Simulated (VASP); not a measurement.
These are PBE GGA, VASP's PBE PAW potentials (set 64) (plane waves; VASP 6.6.1) values and carry that method's errors.

Input for VASP

### INCAR
```
SYSTEM = Ga
PREC = Accurate; ENCUT = 300; LREAL = .FALSE.
LASPH = .TRUE.
EDIFF = 1E-6; NELM = 100; ALGO = Normal
LMAXMIX = 4
ISMEAR = 0; SIGMA = 0.272
GGA = PE
ISIF = 2
LWAVE = .FALSE.; LCHARG = .FALSE.
```

**POSCAR**
```
Ga
1
    2.1486840000    -3.6835470000     0.0000000000
    2.1486840000     3.6835470000     0.0000000000
    0.0000000000     0.0000000000     4.4170680000
Ga
4
Direct
  0.6557000000   0.3443000000   0.4154000000
  0.3443000000   0.6557000000   0.5846000000
  0.8443000000   0.1557000000   0.9154000000
  0.1557000000   0.8443000000   0.0846000000
```

KPOINTS:
```
Automatic
0
G
  7 7 6
0 0 0
```

POTCAR, in this order: Ga_d (PBE.64 set). Program: vasp_std.

At this cut-off the stress carries a Pulay error, which pulls relaxed volumes low.

### Question
What does the run give for the energy per atom (σ→0), pressure, largest force, band gap (on the k-mesh)?

### Answer

The energy per atom (σ→0) is -2.823 eV/atom and the band gap (on the k-mesh) is none (metal, semimetal or under 0.01 eV). The pressure is 10.80 GPa and the largest force is 0.064 eV/Å.

### OSZICAR
```
...
DAV:   7    -0.113035636854E+02    0.20186E-01   -0.67834E-02  5716   0.312E+00    0.332E-01
DAV:   8    -0.113018225004E+02    0.17412E-02   -0.15643E-02  4374   0.148E+00    0.495E-02
DAV:   9    -0.113019773589E+02   -0.15486E-03   -0.11538E-03  4467   0.382E-01    0.274E-02
DAV:  10    -0.113019867139E+02   -0.93550E-05   -0.23794E-04  4580   0.178E-01    0.582E-03
DAV:  11    -0.113019882742E+02   -0.15603E-05   -0.42428E-05  4684   0.819E-02    0.531E-03
DAV:  12    -0.113019876270E+02    0.64721E-06   -0.10901E-05  4589   0.409E-02    0.571E-04
DAV:  13    -0.113019877545E+02   -0.12754E-06   -0.88444E-07  2670   0.824E-03
   1 F= -.11301988E+02 E0= -.11291163E+02  d E =-.216490E-01
```

The structure comes from a computed database's Ga entry; how it stands against other phases isn't given here. The cell was not relaxed at this level, and its volume differs by -5.9 % from the start's.
